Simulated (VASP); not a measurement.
# ReRuW: formation energy of a point defect

How easily does a point defect form in ReRuW? The host is relaxed first, then a supercell is run with and without the defect. The cell is invented: other elements were put on sites of a known structure type. It may not be a known or stable phase.

Method: PBEsol; plane waves and PAW (Re, Ru, W), in the first sound run; inputs show where later runs differ, in VASP 6.6.1.

### 1. The host crystal

Symmetry: P6_3/mmc, No. 194, hexagonal system. The conventional cell has a = 4.007 Å, b = 4.007 Å, c = 7.181 Å, α = 90.00°, β = 90.00°, γ = 120.00°. Nearest to Re lie 3 Ru at 2.31 Å and 6 W at 2.93 Å. Nearest to Ru lie 3 Re at 2.31 Å and 6 W at 2.93 Å. Nearest to W lie 6 Re at 2.93 Å and 6 Ru at 2.93 Å. Farther neighbours are not listed.

### 2. The host at zero pressure

The later steps need the crystal at this functional's own lattice; a raised cutoff keeps the stress reliable while the cell changes.

File INCAR:

```
SYSTEM = ReRuW
PREC = Accurate
ENCUT = 350
EDIFF = 1E-06
NELM = 120
ISMEAR = 0
SIGMA = 0.05
LREAL = .FALSE.
ALGO = Normal
GGA = PS
NBANDS = 27
LORBIT = 11
LWAVE = .FALSE.
LCHARG = .FALSE.
KPAR = 4
IBRION = 2
NSW = 40
ISIF = 3
EDIFFG = -0.02
POTIM = 0.4
```

File POSCAR:

```
ReRuW
1.0
    4.0068073200      0.0000000000      0.0000000000
   -2.0034036600      3.4699969300      0.0000000000
    0.0000000000      0.0000000000      7.1810096100
Re Ru W
2 2 2
Direct
    0.3333333300      0.6666666700      0.7500000000
    0.6666666700      0.3333333300      0.2500000000
    0.3333333300      0.6666666700      0.2500000000
    0.6666666700      0.3333333300      0.7500000000
    0.0000000000      0.0000000000      0.0000000000
    0.0000000000      0.0000000000      0.5000000000
```

File KPOINTS:

```
Automatic mesh
0
Gamma
6 6 3
0 0 0
```

Potentials, in the order of the species: Re, Ru and W (PBE family, release 64).

The run is started by

```bash
$ mpirun -np 4 vasp_std
```

The log of the run:

```text
[banner, memory and clock lines left out]
running    4 mpi-ranks, on    1 nodes
 distrk:  each k-point on    1 cores,    4 groups
 distr:  one band on    1 cores,    1 groups

 POSCAR found type information on POSCAR ReRuW
 POSCAR found :  3 types and       6 ions
|                                                                             |
|               ----> ADVICE to this user running VASP <----                  |
|                                                                             |
|     You enforced a specific xc type in the INCAR file but a different       |
|     [... a line on the potential file left out ...]
|     I HOPE YOU KNOW WHAT YOU ARE DOING!                                     |
|                                                                             |

 LDA part: xc-table for (Slater+PW92), standard interpolation
 POSCAR, INCAR and KPOINTS ok, starting setup
 FFT: planning ... GRIDC
 FFT: planning ... GRID_SOFT
 FFT: planning ... GRID
 WAVECAR not read
 entering main loop
       N       E                     dE             d eps       ncg     rms          rms(c)
DAV:   1     0.116047739702E+03    0.11605E+03   -0.15621E+04  1469   0.132E+03
DAV:   2    -0.560559244612E+02   -0.17210E+03   -0.16492E+03  1206   0.382E+02
DAV:   3    -0.717158061462E+02   -0.15660E+02   -0.14771E+02  1512   0.966E+01
DAV:   4    -0.728452575946E+02   -0.11295E+01   -0.10983E+01  1424   0.175E+01
DAV:   5    -0.729272057572E+02   -0.81948E-01   -0.79623E-01  1480   0.499E+00    0.505E+01
DAV:   6    -0.702889935413E+02    0.26382E+01   -0.17882E+01  1456   0.170E+01    0.257E+01
DAV:   7    -0.727027750428E+02   -0.24138E+01   -0.50495E+01  1512   0.566E+01    0.137E+01
DAV:   8    -0.686259676198E+02    0.40768E+01   -0.22142E+01  1464   0.260E+01    0.161E+00
DAV:   9    -0.686932099182E+02   -0.67242E-01   -0.89194E-01  1384   0.668E+00    0.137E+00
DAV:  10    -0.686926658264E+02    0.54409E-03   -0.40522E-02  1488   0.178E+00    0.119E+00
DAV:  11    -0.687003656707E+02   -0.76998E-02   -0.14827E-01  1480   0.214E+00    0.958E-01
DAV:  12    -0.686866516247E+02    0.13714E-01   -0.28362E-02  1456   0.109E+00    0.505E-01
DAV:  13    -0.686836608368E+02    0.29908E-02   -0.11172E-02  1512   0.640E-01    0.242E-01
DAV:  14    -0.686827512696E+02    0.90957E-03   -0.30682E-03  1424   0.280E-01    0.791E-02
DAV:  15    -0.686826987869E+02    0.52483E-04   -0.14477E-03  1512   0.173E-01    0.229E-02
DAV:  16    -0.686826952841E+02    0.35028E-05   -0.44253E-05  1368   0.462E-02    0.159E-02
DAV:  17    -0.686826926558E+02    0.26284E-05   -0.56324E-06   832   0.201E-02    0.111E-02
DAV:  18    -0.686826915835E+02    0.10723E-05   -0.21482E-06   752   0.204E-02    0.147E-02
DAV:  19    -0.686826910682E+02    0.51524E-06   -0.12723E-05  1096   0.308E-02    0.551E-03
DAV:  20    -0.686826911123E+02   -0.44054E-07   -0.80312E-07   632   0.219E-02
   1 F= -.68682691E+02 E0= -.68678040E+02  d E =-.686827E+02
 curvature:   0.00 expect dE= 0.000E+00 dE for cont linesearch  0.000E+00
 trial: gam= 0.00000 g(F)=  0.192E-44 g(S)=  0.256E+01 ort = 0.000E+00 (trialstep = 0.100E+01)
 search vector abs. value=  0.256E+01
 bond charge predicted
       N       E                     dE             d eps       ncg     rms          rms(c)
DAV:   1    -0.758617114836E+02   -0.71790E+01   -0.30331E+02  1131   0.414E+02    0.164E+01
DAV:   2    -0.742228498414E+02    0.16389E+01   -0.42497E+01  1480   0.518E+01    0.137E+01
DAV:   3    -0.720116905520E+02    0.22112E+01   -0.15664E+01  1490   0.286E+01    0.472E+00
DAV:   4    -0.717029130297E+02    0.30878E+00   -0.17421E+00  1376   0.102E+01    0.301E+00
DAV:   5    -0.716536421204E+02    0.49271E-01   -0.62992E-01  1512   0.136E+01    0.389E+00
DAV:   6    -0.716194583181E+02    0.34184E-01   -0.16995E-01  1512   0.588E+00    0.683E-01
DAV:   7    -0.716184413740E+02    0.10169E-02   -0.21844E-02  1456   0.881E-01    0.221E-01
DAV:   8    -0.716184455933E+02   -0.42193E-05   -0.29508E-03  1512   0.691E-01    0.142E-01
DAV:   9    -0.716183397451E+02    0.10585E-03   -0.68015E-04  1498   0.359E-01    0.338E-02
DAV:  10    -0.716183416473E+02   -0.19022E-05   -0.32400E-05  1344   0.421E-02    0.223E-02
DAV:  11    -0.716183398973E+02    0.17501E-05   -0.22931E-06   693   0.426E-02    0.855E-03
DAV:  12    -0.716183397062E+02    0.19103E-06   -0.22376E-06   736   0.104E-02
   2 F= -.71618340E+02 E0= -.71613570E+02  d E =-.293565E+01
[... from here on, the cycles between the ionic steps are left out ...]
   3 F= -.73303311E+02 E0= -.73298261E+02  d E =-.462062E+01
   4 F= -.73514459E+02 E0= -.73513333E+02  d E =-.483177E+01
   5 F= -.73550134E+02 E0= -.73547245E+02  d E =-.486744E+01
   6 F= -.72204769E+02 E0= -.72199906E+02  d E =0.134536E+01
   7 F= -.73751963E+02 E0= -.73747811E+02  d E =-.201830E+00
   8 F= -.73752371E+02 E0= -.73748241E+02  d E =-.202237E+00
   9 F= -.73752330E+02 E0= -.73748221E+02  d E =-.202196E+00
  10 F= -.73749272E+02 E0= -.73745727E+02  d E =0.305759E-02
  11 F= -.73754748E+02 E0= -.73750856E+02  d E =-.241792E-02
  12 F= -.73754613E+02 E0= -.73750600E+02  d E =0.135106E-03
 trial-energy change:    0.000135  1 .order    0.000125   -0.000463    0.000714
 step:   0.3379(harm=  0.3483)  dis= 0.00000  next Energy=   -73.754836 (dE=-0.878E-04)
 bond charge predicted
       N       E                     dE             d eps       ncg     rms          rms(c)
DAV:   1    -0.737550979672E+02   -0.48485E-03   -0.18306E-02  1149   0.321E+00    0.273E-01
DAV:   2    -0.737549769812E+02    0.12099E-03   -0.17047E-03  1412   0.332E-01    0.149E-01
DAV:   3    -0.737549151499E+02    0.61831E-04   -0.15529E-03  1493   0.436E-01    0.744E-02
DAV:   4    -0.737548375283E+02    0.77622E-04   -0.37853E-04  1477   0.178E-01    0.878E-03
DAV:   5    -0.737548371064E+02    0.42187E-06   -0.14824E-05  1124   0.506E-02    0.173E-02
DAV:   6    -0.737548375272E+02   -0.42081E-06   -0.13165E-06   539   0.213E-02
  13 F= -.73754838E+02 E0= -.73750893E+02  d E =-.898157E-04
 curvature:  -0.21 expect dE=-0.743E-06 dE for cont linesearch -0.122E-07
 trial: gam=-0.03512 g(F)=  0.188E-43 g(S)=  0.362E-05 ort = 0.606E-05 (trialstep = 0.776E+00)
 search vector abs. value=  0.396E-05
 reached required accuracy - stopping structural energy minimisation
```

Run time: 99 s. Hardware: 4 MPI ranks of AMD EPYC 7R43, shared host; peak memory 0.64 GiB; 6.5 min of CPU time.

The logs omit lines about the potential files and the build; timing stands in the text.

Parts of OUTCAR (step 2):

```text
ion  position               nearest neighbor table
   1  0.333  0.667  0.750-   4 2.31   4 2.31   4 2.31   6 2.93   5 2.93   6 2.93   5 2.93   6 2.93
                             5 2.93
   2  0.667  0.333  0.250-   3 2.31   3 2.31   3 2.31   6 2.93   5 2.93   5 2.93   6 2.93   5 2.93
                             6 2.93
   3  0.333  0.667  0.250-   2 2.31   2 2.31   2 2.31   6 2.93   5 2.93   6 2.93   5 2.93   6 2.93
                             5 2.93
   4  0.667  0.333  0.750-   1 2.31   1 2.31   1 2.31   6 2.93   5 2.93   5 2.93   6 2.93   5 2.93
                             6 2.93
   5  0.000  0.000  0.000-   1 2.93   2 2.93   3 2.93   4 2.93   2 2.93   4 2.93   1 2.93   3 2.93
                             2 2.93   4 2.93   1 2.93   3 2.93
   6  0.000  0.000  0.500-   1 2.93   2 2.93   3 2.93   4 2.93   2 2.93   4 2.93   1 2.93   3 2.93
                             2 2.93   4 2.93   1 2.93   3 2.93

  LATTYP: Found a hexagonal cell.
 ALAT       =     4.0068073200
 C/A-ratio  =     1.7922023787

 Subroutine GETGRP returns: Found 24 space group operations
 (whereof 12 operations were pure point group operations)

The static configuration has the point symmetry D_3d.
 The point group associated with its full space group is D_6h.

 Found     14 irreducible k-points:

   k-points           NKPTS =     14   k-points in BZ     NKDIM =     14   number of bands    NBANDS=     27

   dimension x,y,z NGX =    24 NGY =   24 NGZ =   48
   dimension x,y,z NGXF=    48 NGYF=   48 NGZF=   96

   ENCUT  =  350.0 eV  25.72 Ry    5.07 a.u.   6.11  6.11 10.95*2*pi/ulx,y,z

   NELECT =      42.0000    total number of electrons

 k-points in reciprocal lattice and weights: Automatic mesh
   0.00000000  0.00000000  0.00000000       0.009
   0.16666667  0.00000000  0.00000000       0.056
   0.33333333 -0.00000000  0.00000000       0.056
   0.50000000  0.00000000  0.00000000       0.028
   0.16666667  0.16666667  0.00000000       0.056
   0.33333333  0.16666667  0.00000000       0.111
   0.33333333  0.33333333  0.00000000       0.019
   0.00000000  0.00000000  0.33333333       0.019
   0.16666667  0.00000000  0.33333333       0.111
[...]
0.33333333  0.16666667  0.33333333       0.222
   0.33333333  0.33333333  0.33333333       0.037

 average (electrostatic) potential at core
       1 -37.6974       2 -37.6974       3 -59.0170       4 -59.0170       5 -35.7876
       6 -35.7876

 E-fermi :   9.2193

 k-point     1 :       0.0000    0.0000    0.0000
  band No.  band energies     occupation
    ...
     18       7.7427      2.00000
     19       8.2853      2.00000
     20       8.2853      2.00000
     21       8.7514      2.00000
     22       8.7514      2.00000
     23       9.3249      0.00283
     24       9.3249      0.00283
     25      12.6546      0.00000
     26      12.6546      0.00000
     27      13.0240      0.00000

 k-point     2 :       0.1667    0.0000    0.0000
  band No.  band energies     occupation
    ...
     18       8.0491      2.00000
     19       8.0520      2.00000
     20       8.2658      2.00000
     21       8.7543      2.00000
     22       8.8167      2.00000
     23       9.9402      0.00000
     24      10.0340      0.00000
     25      11.6806      0.00000
     26      12.2029      0.00000
     27      12.4598      0.00000

 k-point     3 :       0.3333   -0.0000    0.0000
  band No.  band energies     occupation
    ...
     16       7.8839      2.00000
     17       7.9340      2.00000
     18       8.2271      2.00000
     19       8.4000      2.00000
     20       9.2355      0.64701
     21       9.2549      0.31450
     22       9.6153      0.00000
     23      10.2562      0.00000
     24      10.5239      0.00000
     25      10.7028      0.00000
    ...

  Total        0.0062070      0.0062070      0.0220538      0.0000000      0.0000000     -0.0000000
  in kB        0.1136515      0.1136515      0.4038131      0.0000000      0.0000000     -0.0000000
  external PRESSURE =       0.2103721 kB  Pullay stress =       0.0000000 kB

  energy-cutoff  :      350.00
  volume of cell :       87.50
      direct lattice vectors                 reciprocal lattice vectors
     4.313608675  0.000000000  0.000000000     0.231824460  0.133843914 -0.000000000
    -2.156804338  3.735694698  0.000000000     0.000000000  0.267687828 -0.000000000
     0.000000000  0.000000000  5.430028382    -0.000000000 -0.000000000  0.184161100

 POSITION                                       TOTAL-FORCE (eV/Angst)
 -----------------------------------------------------------------------------------
     -0.00000      2.49046      4.07252         0.000000      0.000000      0.000000
      2.15680      1.24523      1.35751        -0.000000     -0.000000     -0.000000
     -0.00000      2.49046      1.35751         0.000000     -0.000000      0.000000
      2.15680      1.24523      4.07252        -0.000000      0.000000      0.000000
      0.00000      0.00000      5.43003         0.000000     -0.000000      0.000000
      0.00000      0.00000      2.71501         0.000000     -0.000000      0.000000
 -----------------------------------------------------------------------------------
    total drift:                               -0.000000      0.000000      0.000000

  FREE ENERGIE OF THE ION-ELECTRON SYSTEM (eV)
  ---------------------------------------------------
  free  energy   TOTEN  =       -73.7548375272 eV

  energy  without entropy=      -73.7469488122  energy(sigma->0) =      -73.75089317

 reached required accuracy - stopping structural energy minimisation

 total charge
# of ion       s       p       d       tot
------------------------------------------
    1        0.651   0.627   4.894   6.172
    2        0.651   0.627   4.894   6.172
    3        0.687   0.886   6.767   8.341
    4        0.687   0.886   6.767   8.341
    5        0.647   0.671   4.237   5.555
    6        0.647   0.671   4.237   5.555
--------------------------------------------------
tot          3.970   4.368  31.796  40.134

[... 3 further parts left out ...]
```

CONTCAR:

```
ReRuW
   1.00000000000000
     4.3136086753922500    0.0000000000000000    0.0000000000000000
    -2.1568043376961250    3.7356946983489503    0.0000000000000000
     0.0000000000000000    0.0000000000000000    5.4300283817684747
  Re              Ru              W
     2     2     2
Direct
     0.3333333300000021    0.6666666699999979    0.7500000000000000
     0.6666666699999979    0.3333333300000021    0.2500000000000000
     0.3333333300000021    0.6666666699999979    0.2500000000000000
     0.6666666699999979    0.3333333300000021    0.7500000000000000
     0.0000000000000000    0.0000000000000000    1.0000000000000000
     0.0000000000000000    0.0000000000000000    0.5000000000000000
```

The k-mesh is coarse for a metal. The PAW data sets were made with PBE, which is usual practice but a small mismatch for other functionals. After so large a change of volume the plane waves of the start cell no longer fit, so the final stress carries a basis-set error. The data sets Re and W keep the semicore shell frozen, which is cheaper and a little less accurate. The run keeps the 24 symmetry operations of its start, so it cannot find a distortion of lower symmetry.

Step by step:

```csv
step,energy less that of the first step (eV),largest force (eV/Å),pressure (GPa),volume (Å³)
1,0.0000,0.0000,-5.60,99.84
2,-2.9356,0.0000,-1.98,92.51
3,-4.6206,0.0000,25.94,81.97
4,-4.8318,0.0000,10.95,85.46
5,-4.8674,0.0000,14.83,84.37
6,-3.5221,0.0000,-25.79,96.29
7,-5.0693,0.0000,0.61,87.33
8,-5.0697,0.0000,1.12,87.21
9,-5.0696,0.0000,1.36,87.16
10,-5.0666,0.0000,-1.28,87.87
11,-5.0721,0.0000,0.27,87.44
12,-5.0719,0.0000,-0.42,87.61
13,-5.0721,0.0000,0.02,87.50
```

```csv
cell as run,before,after,change
a (Å),4.007,4.314,+7.7 %
b (Å),4.007,4.314,+7.7 %
c (Å),7.181,5.430,-24.4 %
volume (Å³/atom),16.64,14.58,-12.4 %
```

The relaxed structure:

```xyz
6
Lattice="4.3136 0.0000 0.0000 -2.1568 3.7357 0.0000 0.0000 0.0000 5.4300" Properties=species:S:1:pos:R:3 pbc="T T T"
Re    0.0000    2.4905    4.0725
Re    2.1568    1.2452    1.3575
Ru    0.0000    2.4905    1.3575
Ru    2.1568    1.2452    4.0725
W     0.0000    0.0000    0.0000
W     0.0000    0.0000    2.7150
```

Numbers from this step:

* electronic cycles: 124
* electrons: 42
* free energy (TOTEN): -73.7548 eV
* energy at zero smearing: -73.7509 eV
* Fermi energy: 9.219 eV
* labelled metallic, from the levels on this mesh: yes

The run ended after 13 ionic steps, 5.072 eV below its first step, once forces and stress met EDIFFG = -0.02.

(Continued in part 2 of 3.)

[Lines on the potential files, build, host, timing and source positions are cut from VASP's logs without a mark.]

[Logs are printed without paths, hosts, clocks, repeated set-up lines and the standing remarks that a program may print on its own settings, such as how far it seeks lower states.]

[Hosts, paths, dates, database ids (printed as entryN), source tags and the programs' standing remarks are cut or masked in the printed files.]

[In band tables of VASP the shares of atoms and orbitals are scaled to a sum of 1 inside the atoms' spheres.]

[Runs that stopped without an error message from VASP are left out.]
